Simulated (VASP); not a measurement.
Calculation: PBE GGA, VASP's PBE PAW potentials (set 64) (plane waves; VASP 6.6.1).

A VASP calculation is set up with these files.

### POSCAR
```
Ni3Fe
1
    3.5402536811     0.0000000000     0.0000000000
    0.0000000000     3.5402536811     0.0000000000
    0.0000000000     0.0000000000     3.5402536811
Fe Ni
1 3
Direct
  0.0000000000   0.0000000000   0.0000000000
  0.0000000000   0.5000000000   0.5000000000
  0.5000000000   0.0000000000   0.5000000000
  0.5000000000   0.5000000000   0.0000000000
```

### INCAR
```
# general
SYSTEM =Ni3Fe
PREC   =Accurate
ENCUT  =480
LREAL  =.FALSE.
LASPH  =.TRUE.

# electronic loop
EDIFF  =1E-7
NELM   =100
ALGO   =Normal
LMAXMIX=4

# smearing
ISMEAR =1
SIGMA  =0.1

# functional
GGA    =PE

# spin
ISPIN  =2
MAGMOM =2.9 3*0.6

# ions
IBRION =2
NSW    =40
ISIF   =3
EDIFFG =-0.01
PSTRESS=50

# output
LWAVE  =.FALSE.
LCHARG =.FALSE.
LORBIT =10
```

KPOINTS:
```
kpoints
0
G
8 8 8
0 0 0
```

POTCAR, in this order: Fe Ni (PBE.64 set). Program: vasp_std.

The resulting files:

**OSZICAR**
```
       N       E                     dE             d eps       ncg     rms          rms(c)
DAV:   1     0.235622378710E+03    0.23562E+03   -0.16528E+04  3556   0.200E+03
DAV:   2    -0.151948130482E+02   -0.25082E+03   -0.24291E+03  3524   0.366E+02
DAV:   3    -0.289606393271E+02   -0.13766E+02   -0.13092E+02  3620   0.118E+02
DAV:   4    -0.291759913488E+02   -0.21535E+00   -0.21413E+00  3757   0.149E+01
DAV:   5    -0.291818711802E+02   -0.58798E-02   -0.58790E-02  5057   0.200E+00    0.206E+01
DAV:   6    -0.266143724136E+02    0.25675E+01   -0.42802E+01  3672   0.102E+02    0.224E+01
DAV:   7    -0.298259108797E+02   -0.32115E+01   -0.26894E+01  4295   0.128E+02    0.274E+01
DAV:   8    -0.248410945094E+02    0.49848E+01   -0.17623E+01  4278   0.579E+01    0.636E+00
DAV:   9    -0.250217827144E+02   -0.18069E+00   -0.77801E-01  3982   0.115E+01    0.340E+00
DAV:  10    -0.249923356171E+02    0.29447E-01   -0.16005E-01  4888   0.914E+00    0.157E+00
DAV:  11    -0.249905495402E+02    0.17861E-02   -0.44595E-02  5306   0.281E+00    0.122E+00
DAV:  12    -0.249928747563E+02   -0.23252E-02   -0.77400E-03  4071   0.219E+00    0.376E-01
DAV:  13    -0.249930575541E+02   -0.18280E-03   -0.26155E-03  5013   0.835E-01    0.826E-02
DAV:  14    -0.249931403105E+02   -0.82756E-04   -0.32675E-04  4603   0.208E-01    0.117E-01
DAV:  15    -0.249931185076E+02    0.21803E-04   -0.11757E-04  4282   0.302E-01    0.219E-02
DAV:  16    -0.249931195909E+02   -0.10833E-05   -0.16282E-05  5100   0.722E-02    0.302E-02
DAV:  17    -0.249931195735E+02    0.17375E-07   -0.35042E-06  4440   0.505E-02    0.824E-03
DAV:  18    -0.249931190461E+02    0.52740E-06   -0.15636E-06  4293   0.203E-02    0.192E-03
DAV:  19    -0.249931190072E+02    0.38877E-07   -0.19534E-07  2320   0.562E-03
   1 F= -.23608397E+02 E0= -.23608162E+02  d E =-.236084E+02  mag=     4.7976
       N       E                     dE             d eps       ncg     rms          rms(c)
DAV:   1    -0.262948986375E+02   -0.13018E+01   -0.16178E+01  3505   0.563E+01    0.120E+01
DAV:   2    -0.307703913316E+02   -0.44755E+01   -0.26400E+01  4231   0.127E+02    0.281E+01
DAV:   3    -0.250771410753E+02    0.56933E+01   -0.27951E+01  4071   0.703E+01    0.663E+00
DAV:   4    -0.248911230522E+02    0.18602E+00   -0.14933E+00  4082   0.228E+01    0.360E+00
DAV:   5    -0.249305572140E+02   -0.39434E-01   -0.20728E-01  3669   0.712E+00    0.209E+00
DAV:   6    -0.249336539852E+02   -0.30968E-02   -0.33398E-02  5308   0.403E+00    0.108E+00
DAV:   7    -0.249313181518E+02    0.23358E-02   -0.13698E-02  4964   0.221E+00    0.348E-01
DAV:   8    -0.249307176238E+02    0.60053E-03   -0.30462E-03  4413   0.894E-01    0.192E-01
DAV:   9    -0.249306362970E+02    0.81327E-04   -0.78083E-04  4121   0.653E-01    0.689E-02
DAV:  10    -0.249306683524E+02   -0.32055E-04   -0.11019E-04  4684   0.119E-01    0.779E-02
DAV:  11    -0.249306608188E+02    0.75337E-05   -0.83361E-05  4497   0.257E-01    0.185E-02
DAV:  12    -0.249306606440E+02    0.17474E-06   -0.99781E-06  3668   0.321E-02    0.932E-03
DAV:  13    -0.249306607461E+02   -0.10203E-06   -0.69987E-07  3977   0.208E-02    0.336E-03
DAV:  14    -0.249306607690E+02   -0.22948E-07   -0.16704E-07  2038   0.603E-03
   2 F= -.23606627E+02 E0= -.23606582E+02  d E =0.177054E-02  mag=     4.6695
       N       E                     dE             d eps       ncg     rms          rms(c)
DAV:   1    -0.253309078951E+02   -0.40025E+00   -0.42198E+00  3504   0.301E+01    0.624E+00
DAV:   2    -0.272650338123E+02   -0.19341E+01   -0.12579E+01  4089   0.671E+01    0.256E+01
DAV:   3    -0.250077525019E+02    0.22573E+01   -0.41512E+00  4374   0.600E+01    0.371E+00
DAV:   4    -0.249877733825E+02    0.19979E-01   -0.41031E-01  3699   0.812E+00    0.178E+00
DAV:   5    -0.249793672494E+02    0.84061E-02   -0.25167E-02  4865   0.214E+00    0.919E-01
DAV:   6    -0.249767538648E+02    0.26134E-02   -0.13004E-02  4961   0.190E+00    0.259E-01
DAV:   7    -0.249766667524E+02    0.87112E-04   -0.23274E-03  3905   0.775E-01    0.135E-01
DAV:   8    -0.249767148547E+02   -0.48102E-04   -0.14632E-04  4768   0.174E-01    0.631E-02
DAV:   9    -0.249767325387E+02   -0.17684E-04   -0.38495E-05  4154   0.866E-02    0.261E-02
DAV:  10    -0.249767421512E+02   -0.96126E-05   -0.16403E-05  4344   0.675E-02    0.112E-02
DAV:  11    -0.249767423931E+02   -0.24191E-06   -0.33678E-06  4070   0.335E-02    0.483E-03
DAV:  12    -0.249767426424E+02   -0.24923E-06   -0.42657E-07  2913   0.643E-03    0.246E-03
DAV:  13    -0.249767428505E+02   -0.20814E-06   -0.10068E-07  1864   0.488E-03    0.101E-03
DAV:  14    -0.249767428655E+02   -0.15039E-07   -0.15034E-08  1819   0.200E-03
   3 F= -.23622056E+02 E0= -.23622023E+02  d E =-.136588E-01  mag=     4.7353
```

**OUTCAR**
```
------------------------ aborting loop because EDIFF is reached ----------------------------------------
  FORCE on cell =-STRESS in cart. coord.  units (eV):
  Direction    XX          YY          ZZ          XY          YZ          ZX
  --------------------------------------------------------------------------------------
  Total        1.3562145      1.3562145      1.3562145      0.0000000      0.0000000     -0.0000000
  in kB       50.0563772     50.0563772     50.0563772      0.0000000      0.0000000     -0.0000000
  external PRESSURE =       0.0563772 kB  Pullay stress =      50.0000000 kB
  volume of cell :       43.41
      direct lattice vectors                 reciprocal lattice vectors
     3.514470045 -0.000000000  0.000000000     0.284537921 -0.000000000  0.000000000
     0.000000000  3.514470045  0.000000000     0.000000000  0.284537921  0.000000000
    -0.000000000 -0.000000000  3.514470045    -0.000000000 -0.000000000  0.284537921
 POSITION                                       TOTAL-FORCE (eV/Angst)
 -----------------------------------------------------------------------------------
      0.00000      0.00000      0.00000         0.000000      0.000000      0.000000
     -0.00000      1.75724      1.75724        -0.000000     -0.000000      0.000000
      1.75724     -0.00000      1.75724        -0.000000     -0.000000      0.000000
      1.75724      1.75724      0.00000         0.000000      0.000000      0.000000
 -----------------------------------------------------------------------------------
    total drift:                                0.000000      0.000000      0.000000
  FREE ENERGIE OF THE ION-ELECTRON SYSTEM (eV)
  ---------------------------------------------------
  free  energy   TOTEN  =       -24.9767428655 eV

  energy  without entropy=      -24.9766427778  energy(sigma->0) =      -24.97670950
  enthalpy is  TOTEN    =       -23.6220558752 eV   P V=        1.3546869904

 total charge

# of ion       s       p       d       tot
------------------------------------------
    1        0.484   0.523   6.133   7.140
    2        0.515   0.532   8.336   9.383
    3        0.515   0.532   8.336   9.383
    4        0.515   0.532   8.336   9.383
--------------------------------------------------
tot          2.028   2.120  31.141  35.288

 magnetization (x)

# of ion       s       p       d       tot
------------------------------------------
    1        0.011  -0.001   2.867   2.877
    2       -0.016  -0.045   0.687   0.626
    3       -0.016  -0.045   0.687   0.626
    4       -0.016  -0.045   0.687   0.626
--------------------------------------------------
tot         -0.036  -0.136   4.927   4.755

 reached required accuracy - stopping structural energy minimisation
```
(Selected blocks of OUTCAR.)

CONTCAR:
```
Ni3Fe
   1.00000000000000
     3.5144700451993964   -0.0000000000000000    0.0000000000000000
     0.0000000000000000    3.5144700451993964    0.0000000000000000
    -0.0000000000000000   -0.0000000000000000    3.5144700451993964
  Fe              Ni
     1     3
Direct
     0.0000000000000000    0.0000000000000000    0.0000000000000000
     0.0000000000000000    0.5000000000000000    0.5000000000000000
     0.5000000000000000    0.0000000000000000    0.5000000000000000
     0.5000000000000000    0.5000000000000000    0.0000000000000000
```

Energy and stress use the plane-wave basis of the starting cell.

The compound is Ni3Fe in the L1_2 structure. This run relaxes it under an external pressure of 5 GPa. Symmetry was kept, so distortions that lower it aren't found.
